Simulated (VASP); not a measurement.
The input files of a VASP run:

File KPOINTS:
```
kpoints
0
gamma
6 6 3
```

INCAR:
```
SYSTEM = MgS
PREC = Accurate
ENCUT = 400
EDIFF = 1E-6
NELM = 100
ALGO = Normal
LREAL = .FALSE.
LASPH = .TRUE.
ISMEAR = 0
SIGMA = 0.05
GGA = PS
LWAVE = .FALSE.
LCHARG = .FALSE.
IBRION = 2
ISIF = 3
NSW = 60
EDIFFG = -0.02
```

**POSCAR**
```
MgS
1
    4.0012102987     0.0000000000     0.0000000000
   -2.0006051493     3.4651498321     0.0000000000
    0.0000000000    -0.0000000000     6.4891552177
Mg S
2 2
Direct
  0.3333330000   0.6666670000   0.9991007767
  0.6666670000   0.3333330000   0.4991007767
  0.3333330000   0.6666670000   0.3758992233
  0.6666670000   0.3333330000   0.8758992233
```

POTCAR, in this order: Mg S (PBE.64 set). Program: vasp_std.

**Question.** Write an equivalent input for Ansatz.

**Answer.** One equivalent input (not run):
Ansatz 0.2 input:
```yaml
crystal:
  lattice:
    - [4.0012103, 0.0000000, 0.0000000]
    - [-2.0006051, 3.4651498, 0.0000000]
    - [0.0000000, 0.0000000, 6.4891552]
  atoms:
    - { symbol: Mg, position: [0.3333330, 0.6666670, 0.9991008] }
    - { symbol: Mg, position: [0.6666670, 0.3333330, 0.4991008] }
    - { symbol: S, position: [0.3333330, 0.6666670, 0.3758992] }
    - { symbol: S, position: [0.6666670, 0.3333330, 0.8758992] }
kpoints:
  mp_grid: { grid: [6, 6, 3] }
hamiltonian:
  xc: pbesol
  pseudopotentials: { kind: paw }
scf:
  occupations: { method: gaussian, width: 0.05 }
  max_iter: 100
relax:
  max_steps: 60
  f_tol: 0.02
  cell: {}
output: { forces: true, stress: true, eigenvalues: true }
```
Limits of the translation: each code has its own PAW files, so the cut-off isn't converted (ENCUT is set for VASP's; basis.ecutwfc is left out, and Ansatz then takes the one that its files recommend); Ansatz stops its SCF on the density residual and VASP on the energy change (EDIFF).

The structure was generated: MgS was put into the wurtzite type (P6_3mc), which need not be its known phase. This run relaxes it. Symmetry was kept, so distortions that lower it aren't found. The start is the result of an earlier pass.
